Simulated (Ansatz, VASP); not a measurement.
# Cross-check of CuSiO3 between VASP and Ansatz, part 2 of 2

One calculation is typed for both programs; each brings its own data sets and cutoff. How far apart do they land?

VASP 6.6.1 and Ansatz 0.2.0.

So far. Step 2 (Ansatz: single point, PBEsol, DFT+U): The run ends at a pressure of -3.43 GPa, with forces up to 0.16 eV/Å.

### 3. VASP: single point, PBEsol, DFT+U

Level of this step: PBEsol, DFT+U (Cu d 6 eV), spin-polarised from an antiferromagnetic start; plane waves and PAW (Si, Cu, O) (VASP).

The same cell, functional, mesh and smearing now go to VASP, with its own data sets and cutoff.

Lines of VASP's logs that name or quote its potential files are left out, and so is its time.

The input, INCAR:

```
SYSTEM = CuSiO3
PREC = Normal
ENCUT = 480
EDIFF = 1E-06
NELM = 150
ISMEAR = -1
SIGMA = 0.02
LREAL = Auto
ALGO = Normal
GGA = PS
NBANDS = 86
ISPIN = 2
MAGMOM = 0 0 0 0 1 -1 1 -1 0 0 0 0 0 0 0 0 0 0 0 0
LDAU = .TRUE.
LDAUTYPE = 2
LDAUL = -1 2 -1
LDAUU = 0 6 0
LDAUJ = 0 0 0
LDAUPRINT = 1
LASPH = .TRUE.
LMAXMIX = 4
LORBIT = 11
LWAVE = .FALSE.
LCHARG = .FALSE.
KPAR = 4
AMIX = 0.2
BMIX = 1E-04
AMIX_MAG = 0.8
BMIX_MAG = 1E-04
```

The input, POSCAR:

```
CuSiO3
1.0
    8.9581390000      0.0000000000      0.0000000000
    0.0000000000      5.7205060000      0.0000000000
    0.0000000000      2.8602530000      4.9182360000
Si Cu O
4 4 12
Direct
    0.7500000000      0.8110705000      0.8778590000
    0.7500000000      0.3110705000      0.8778590000
    0.2500000000      0.1889295000      0.1221410000
    0.2500000000      0.6889295000      0.1221410000
    0.5000000000      0.7500000000      0.5000000000
    0.5000000000      0.2500000000      0.5000000000
    0.0000000000      0.7500000000      0.5000000000
    0.0000000000      0.2500000000      0.5000000000
    0.5972540000      0.9021715000      0.6956570000
    0.5972540000      0.4021715000      0.6956570000
    0.4027460000      0.0978285000      0.3043430000
    0.4027460000      0.5978285000      0.3043430000
    0.9027460000      0.9021715000      0.6956570000
    0.9027460000      0.4021715000      0.6956570000
    0.0972540000      0.0978285000      0.3043430000
    0.0972540000      0.5978285000      0.3043430000
    0.2500000000      0.5273840000      0.9452320000
    0.2500000000      0.0273840000      0.9452320000
    0.7500000000      0.9726160000      0.0547680000
    0.7500000000      0.4726160000      0.0547680000
```

The input, KPOINTS:

```
Automatic mesh
0
Gamma
4 6 6
0 0 0
```

The projector-augmented-wave data sets are Si, Cu and O (PBE family, release 64).

The run is started by

```bash
> mpirun -np 4 vasp_std
```

Numbers of over 12 decimals in the logs are rounded to 6 here.

What it wrote:

```text
[banner, memory and clock lines left out]
running    4 mpi-ranks, on    1 nodes
 distrk:  each k-point on    1 cores,    4 groups
 distr:  one band on    1 cores,    1 groups

 POSCAR found type information on POSCAR SiCuO
 POSCAR found :  3 types and      20 ions
|                                                                             |
|               ----> ADVICE to this user running VASP <----                  |
|                                                                             |
|     You enforced a specific xc type in the INCAR file but a different       |
|     [... a line on the potential file left out ...]
|     I HOPE YOU KNOW WHAT YOU ARE DOING!                                     |
|                                                                             |

 LDA part: xc-table for (Slater+PW92), standard interpolation
 POSCAR, INCAR and KPOINTS ok, starting setup
 FFT: planning ... GRIDC
 FFT: planning ... GRID_SOFT
 FFT: planning ... GRID
 WAVECAR not read
 entering main loop
       N       E                     dE             d eps       ncg     rms          rms(c)
DAV:   1     0.177399392957E+04    0.17740E+04   -0.55272E+04 13440   0.174E+03
DAV:   2     0.228719808461E+03   -0.15453E+04   -0.14052E+04 14688   0.494E+02
DAV:   3    -0.114568948797E+03   -0.34329E+03   -0.32671E+03 14384   0.242E+02
DAV:   4    -0.150450938843E+03   -0.35882E+02   -0.35330E+02 20328   0.834E+01
DAV:   5    -0.151494532643E+03   -0.10436E+01   -0.10390E+01 20896   0.162E+01    0.342E+01
DAV:   6    -0.136721152700E+03    0.14773E+02   -0.35187E+01 21872   0.672E+01    0.194E+01
DAV:   7    -0.134084945477E+03    0.26362E+01   -0.24135E+01 23232   0.670E+01    0.103E+01
DAV:   8    -0.134259865722E+03   -0.17492E+00   -0.62619E+00 20940   0.468E+01    0.663E+00
DAV:   9    -0.134400686984E+03   -0.14082E+00   -0.58940E-01 22216   0.127E+01    0.372E+00
DAV:  10    -0.134412901734E+03   -0.12215E-01   -0.40142E-01 20592   0.185E+01    0.124E+00
DAV:  11    -0.134426699558E+03   -0.13798E-01   -0.21467E-01 21376   0.434E+00    0.582E-01
DAV:  12    -0.134427396175E+03   -0.69662E-03   -0.11925E-02 20680   0.899E-01    0.390E-01
DAV:  13    -0.134427811152E+03   -0.41498E-03   -0.87806E-03 21560   0.822E-01    0.241E-01
DAV:  14    -0.134428008187E+03   -0.19703E-03   -0.14279E-03 21640   0.595E-01    0.112E-01
DAV:  15    -0.134428074476E+03   -0.66289E-04   -0.56551E-04 21384   0.405E-01    0.581E-02
DAV:  16    -0.134428057353E+03    0.17123E-04   -0.16501E-04 20160   0.102E-01    0.370E-02
DAV:  17    -0.134428075376E+03   -0.18023E-04   -0.41290E-05 20672   0.571E-02    0.101E-02
DAV:  18    -0.134428077711E+03   -0.23350E-05   -0.15931E-05 20456   0.205E-02    0.640E-03
DAV:  19    -0.134428077330E+03    0.38087E-06   -0.17249E-06  9360   0.120E-02
   1 F= -.13442808E+03 E0= -.13442808E+03  d E =-.107922E-10  mag=     0.0000
```

From OUTCAR (step 3):

```text
ion  position               nearest neighbor table
   1  0.750  0.811  0.878-   9 1.64  13 1.64  20 1.67  19 1.67   2 2.86   2 2.86
   2  0.750  0.311  0.878-  10 1.64  14 1.64  19 1.67  20 1.67   1 2.86   1 2.86
   3  0.250  0.189  0.122-  11 1.64  15 1.64  17 1.67  18 1.67   4 2.86   4 2.86
   4  0.250  0.689  0.122-  12 1.64  16 1.64  18 1.67  17 1.67   3 2.86   3 2.86
   5  0.500  0.750  0.500-   9 1.93  10 1.93  11 1.93  12 1.93
   6  0.500  0.250  0.500-   9 1.93  10 1.93  11 1.93  12 1.93
   7  0.000  0.750  0.500-  13 1.93  14 1.93  15 1.93  16 1.93
   8  0.000  0.250  0.500-  13 1.93  14 1.93  15 1.93  16 1.93
   9  0.597  0.902  0.696-   1 1.64   5 1.93   6 1.93
  10  0.597  0.402  0.696-   2 1.64   5 1.93   6 1.93
  11  0.403  0.098  0.304-   3 1.64   5 1.93   6 1.93
  12  0.403  0.598  0.304-   4 1.64   5 1.93   6 1.93
  13  0.903  0.902  0.696-   1 1.64   7 1.93   8 1.93
  14  0.903  0.402  0.696-   2 1.64   7 1.93   8 1.93
  15  0.097  0.098  0.304-   3 1.64   7 1.93   8 1.93
  16  0.097  0.598  0.304-   4 1.64   7 1.93   8 1.93
  17  0.250  0.527  0.945-   3 1.67   4 1.67
  18  0.250  0.027  0.945-   4 1.67   3 1.67
  19  0.750  0.973  0.055-   2 1.67   1 1.67
  20  0.750  0.473  0.055-   1 1.67   2 1.67

  LATTYP: Found a base centered orthorhombic cell.
 ALAT       =     5.7205060000
 B/A-ratio  =     1.7195108265
 C/A-ratio  =     1.5659696887

 Subroutine GETGRP returns: Found  8 space group operations
 (whereof  4 operations were pure point group operations)

The static configuration has the point symmetry C_2h.
 The point group associated with its full space group is D_2h.

 Found     39 irreducible k-points:

   k-points           NKPTS =     39   k-points in BZ     NKDIM =     39   number of bands    NBANDS=     86

   dimension x,y,z NGX =    48 NGY =   32 NGZ =   30
   dimension x,y,z NGXF=    96 NGYF=   64 NGZF=   60

   ENCUT  =  480.0 eV  35.28 Ry    5.94 a.u.  16.00 10.22 10.16*2*pi/ulx,y,z

   NELECT =     132.0000    total number of electrons

 k-points in reciprocal lattice and weights: Automatic mesh
   0.00000000  0.00000000  0.00000000       0.007
   0.25000000  0.00000000  0.00000000       0.014
   0.50000000  0.00000000  0.00000000       0.007
   0.00000000  0.16666667  0.00000000       0.028
   0.25000000  0.16666667  0.00000000       0.056
   0.50000000  0.16666667  0.00000000       0.028
   0.00000000  0.33333333  0.00000000       0.028
   0.25000000  0.33333333  0.00000000       0.056
   0.50000000  0.33333333  0.00000000       0.028
[...]
0.25000000  0.00000000  0.50000000       0.014
   0.50000000  0.00000000  0.50000000       0.007

atom =   5  type =  2  l = 2

 onsite density matrix

spin component  1

  1.0064  0.0297 -0.0000 -0.0000 -0.0000
  0.0297  1.0105  0.0000  0.0000 -0.0000
 -0.0000  0.0000  0.9792  0.0018  0.0009
 -0.0000  0.0000  0.0018  0.9732  0.0045
 -0.0000 -0.0000  0.0009  0.0045  0.9780

spin component  2

  0.6596 -0.3342 -0.0000  0.0000  0.0000
 -0.3342  0.6256 -0.0000 -0.0000  0.0000
 -0.0000 -0.0000  0.9777  0.0023  0.0007
  0.0000 -0.0000  0.0023  0.9699  0.0058
  0.0000  0.0000  0.0007  0.0058  0.9760

 occupancies and eigenvectors

  o =  0.3080  v =  0.0000  0.0000  0.0000  0.0000  0.0000  0.6889  0.7248  0.0000 -0.0000 -0.0000      0.0000  0.0000  0.0000  0.0000  0.0000  0.0000  0.0000  0.0000  0.0000  0.0000
  o =  0.9661  v =  0.0000  0.0000  0.0000  0.0000  0.0000  0.0000  0.0000 -0.1424  0.8557 -0.4976      0.0000  0.0000  0.0000  0.0000  0.0000  0.0000  0.0000  0.0000  0.0000  0.0000
[...]
k-point     2 :       0.2500    0.0000    0.0000
  band No.  band energies     occupation
    ...
     62       1.3129      1.00000
     63       1.3403      1.00000
     64       1.4611      1.00000
     65       1.5216      1.00000
     66       1.5982      1.00000
     67       4.6970      0.00000
     68       4.8054      0.00000
     69       5.9385      0.00000
     70       7.1371      0.00000
     71       8.5128      0.00000
    ...

 k-point     3 :       0.5000    0.0000    0.0000
  band No.  band energies     occupation
    ...
     62       1.1609      1.00000
     63       1.3296      1.00000
     64       1.3296      1.00000
     65       1.5546      1.00000
     66       1.5546      1.00000
     67       4.7498      0.00000
     68       4.7498      0.00000
     69       6.5149      0.00000
     70       6.5149      0.00000
     71       8.6321      0.00000
    ...

 k-point     4 :       0.0000    0.1667    0.0000
  band No.  band energies     occupation
    ...
     62       1.2587      1.00000
     63       1.4213      1.00000
     64       1.4236      1.00000
     65       1.5742      1.00000
     66       1.6097      1.00000
     67       4.5734      0.00000
     68       4.7789      0.00000
     69       6.1033      0.00000
     70       7.6695      0.00000
     71       8.9201      0.00000
    ...

 k-point     5 :       0.2500    0.1667    0.0000
  band No.  band energies     occupation
    ...
     62       1.2806      1.00000
     63       1.3903      1.00000
     64       1.4254      1.00000
     65       1.4997      1.00000
     66       1.5826      1.00000
     67       4.6007      0.00000
     68       4.7436      0.00000
     69       6.3171      0.00000
     70       7.4379      0.00000
     71       8.6999      0.00000
    ...

 k-point     6 :       0.5000    0.1667    0.0000
  band No.  band energies     occupation
    ...
     62       1.1770      1.00000
     63       1.3374      1.00000
     64       1.3374      1.00000
     65       1.5262      1.00000
     66       1.5262      1.00000
     67       4.6687      0.00000
     68       4.6687      0.00000
     69       6.8514      0.00000
     70       6.8514      0.00000
     71       8.8589      0.00000
    ...

 spin component 2
 k-point     1 :       0.0000    0.0000    0.0000
  band No.  band energies     occupation
    ...
     62       1.3044      1.00000
     63       1.3433      1.00000
     64       1.5108      1.00000
     65       1.5760      1.00000
     66       1.6191      1.00000
     67       4.6759      0.00000
     68       4.8293      0.00000
     69       5.7072      0.00000
     70       7.3777      0.00000
     71       8.8268      0.00000
    ...

  Total       -6.6026170    -10.8810301     -6.3910044      0.0000000      0.0000000     -0.0000000
  in kB      -41.9725238    -69.1701933    -40.6273120      0.0000000      0.0000000     -0.0000000
  external PRESSURE =     -50.5900097 kB  Pullay stress =       0.0000000 kB

  energy-cutoff  :      480.00
  volume of cell :      252.04
      direct lattice vectors                 reciprocal lattice vectors
     8.958139000  0.000000000  0.000000000     0.111630329  0.000000000  0.000000000
     0.000000000  5.720506000  0.000000000     0.000000000  0.174809711 -0.101662466
     0.000000000  2.860253000  4.918236000     0.000000000  0.000000000  0.203324932

 POSITION                                       TOTAL-FORCE (eV/Angst)
 -----------------------------------------------------------------------------------
      6.71860      7.15063      4.31752        -0.000000      0.000000     -0.080297
      6.71860      4.29038      4.31752        -0.000000      0.000000     -0.080297
      2.23953      1.43013      0.60072        -0.000000      0.000000      0.080297
      2.23953      4.29038      0.60072        -0.000000      0.000000      0.080297
      4.47907      5.72051      2.45912        -0.000000     -0.000000      0.000000
      4.47907      2.86025      2.45912        -0.000000     -0.000000      0.000000
      0.00000      5.72051      2.45912        -0.000000      0.000000      0.000000
      0.00000      2.86025      2.45912        -0.000000      0.000000      0.000000
      5.35028      7.15063      3.42141        -0.246553      0.000000     -0.393487
      5.35028      4.29038      3.42141        -0.246553      0.000000     -0.393487
      3.60785      1.43013      1.49683         0.246553     -0.000000      0.393487
      3.60785      4.29038      1.49683         0.246553     -0.000000      0.393487
      8.08692      7.15063      3.42141         0.246553      0.000000     -0.393487
      8.08692      4.29038      3.42141         0.246553      0.000000     -0.393487
      0.87121      1.43013      1.49683        -0.246553     -0.000000      0.393487
      0.87121      4.29038      1.49683        -0.246553     -0.000000      0.393487
      2.23953      5.72051      4.64887        -0.000000     -0.000000      0.022645
      2.23953      2.86025      4.64887        -0.000000     -0.000000      0.022645
      6.71860      5.72051      0.26936        -0.000000      0.000000     -0.022645
      6.71860      2.86025      0.26936        -0.000000      0.000000     -0.022645
 -----------------------------------------------------------------------------------
    total drift:                                0.000000     -0.000000     -0.000000

  FREE ENERGIE OF THE ION-ELECTRON SYSTEM (eV)
  ---------------------------------------------------
  free  energy   TOTEN  =      -134.4280773302 eV

  energy  without entropy=     -134.4280773302  energy(sigma->0) =     -134.42807733

 total charge
# of ion       s       p       d       tot
------------------------------------------
    1        0.655   0.965   0.000   1.619
    2        0.655   0.965   0.000   1.619
    3        0.655   0.965   0.000   1.619
    4        0.655   0.965   0.000   1.619
    5        0.362   0.395   9.134   9.891
    6        0.362   0.395   9.134   9.891
    7        0.362   0.395   9.134   9.891
    8        0.362   0.395   9.134   9.891
    9        1.549   3.560   0.000   5.108
   10        1.549   3.560   0.000   5.108
   11        1.549   3.560   0.000   5.108
   12        1.549   3.560   0.000   5.108
   13        1.549   3.560   0.000   5.108
   14        1.549   3.560   0.000   5.108
   15        1.549   3.560   0.000   5.108
   16        1.549   3.560   0.000   5.108
   17        1.553   3.598   0.000   5.150
   18        1.553   3.598   0.000   5.150
   19        1.553   3.598   0.000   5.150
   20        1.553   3.598   0.000   5.150
--------------------------------------------------
tot         22.666  48.305  36.538 107.509

 magnetization (x)
# of ion       s       p       d       tot
------------------------------------------
    1        0.000   0.000   0.000   0.000
    2        0.000   0.000   0.000   0.000
    3        0.000   0.000   0.000   0.000
    4        0.000   0.000   0.000   0.000
    5       -0.001  -0.001   0.738   0.736
    6        0.001   0.001  -0.738  -0.736
    7       -0.001  -0.001   0.738   0.736
    8        0.001   0.001  -0.738  -0.736
    9        0.000   0.000   0.000   0.000
   10        0.000   0.000   0.000   0.000
   11        0.000   0.000   0.000   0.000
   12        0.000   0.000   0.000   0.000
   13        0.000   0.000   0.000   0.000
   14        0.000   0.000   0.000   0.000
   15        0.000   0.000   0.000   0.000
   16        0.000   0.000   0.000   0.000
   17        0.001   0.015   0.000   0.016
   18       -0.001  -0.015   0.000  -0.016
   19        0.001   0.015   0.000   0.016
   20       -0.001  -0.015   0.000  -0.016
--------------------------------------------------
tot          0.000   0.000   0.000   0.000
```

The run ends at a pressure of -5.06 GPa, with forces up to 0.46 eV/Å.

### 4. Differences

Known differences besides the PAW data sets themselves: U acts on the PAW sphere in VASP and on atomic orbitals in Ansatz, so only states and trends compare; the data sets hold 164 valence electrons in Ansatz (default PAW (the set named soft_2) files) and 132 in VASP; the cutoff is 420 eV in Ansatz and 480 eV in VASP (PREC = Normal, projectors in real space); Ansatz makes its cores anew for this functional, VASP keeps those of its PBE data sets; site moments are counted in spheres of each program's own size. Total energies have different zeros and are not compared.

Both answers:

| quantity | Ansatz | VASP | difference |
| --- | --- | --- | --- |
| pressure (GPa) | -3.43 | -5.06 | +1.63 |
| gap on the k mesh (eV) | 2.139 | 2.556 | -0.417 |
| moment on Cu8 (μB) | -0.69 | -0.74 | +0.05 |
| moment on Cu7 (μB) | 0.69 | 0.74 | -0.05 |
| moment on Cu6 (μB) | -0.69 | -0.74 | +0.05 |
| moment on Cu5 (μB) | 0.69 | 0.74 | -0.05 |

Forces on 10 of the 20 atoms, picked by the larger force of the two programs (eV/Å; atoms numbered as in POSCAR):

| atom | Ansatz x, y, z | VASP x, y, z |
| --- | --- | --- |
| O9 | 0.017, 0.000, -0.099 | -0.247, 0.000, -0.393 |
| O10 | 0.017, 0.000, -0.099 | -0.247, 0.000, -0.393 |
| O11 | -0.017, 0.000, 0.099 | 0.247, 0.000, 0.393 |
| O12 | -0.017, 0.000, 0.099 | 0.247, 0.000, 0.393 |
| O13 | -0.017, 0.000, -0.099 | 0.247, 0.000, -0.393 |
| O14 | -0.017, 0.000, -0.099 | 0.247, 0.000, -0.393 |
| O15 | 0.017, 0.000, 0.099 | -0.247, 0.000, 0.393 |
| O16 | 0.017, 0.000, 0.099 | -0.247, 0.000, 0.393 |
| O18 | 0.000, 0.000, 0.156 | 0.000, 0.000, 0.023 |
| O20 | 0.000, 0.000, -0.156 | 0.000, 0.000, -0.023 |

The forces differ by 148 meV/Å r.m.s., which is 86.8 % of the r.m.s. force of 0.17 eV/Å (both taken over all components). Ansatz's pressure holds a Pulay correction of 0.63 GPa; VASP's holds none.

### 5. Results

```
difference in moment on Cu8 (single point, PBEsol, DFT+U) : 0.050 μB
```

The difference in moment on Cu8 is 0.050 μB (single point, PBEsol, DFT+U). How closely two codes agree says nothing of how well the functional describes the real material.

[Lines on the potential files, build, host, timing and source positions are cut from VASP's logs without a mark.]

[Logs are printed without paths, hosts, clocks, repeated set-up lines and the standing remarks that a program may print on its own settings, such as how far it seeks lower states.]

[Hosts, paths, dates, database ids (printed as entryN), source tags and the programs' standing remarks are cut or masked in the printed files.]
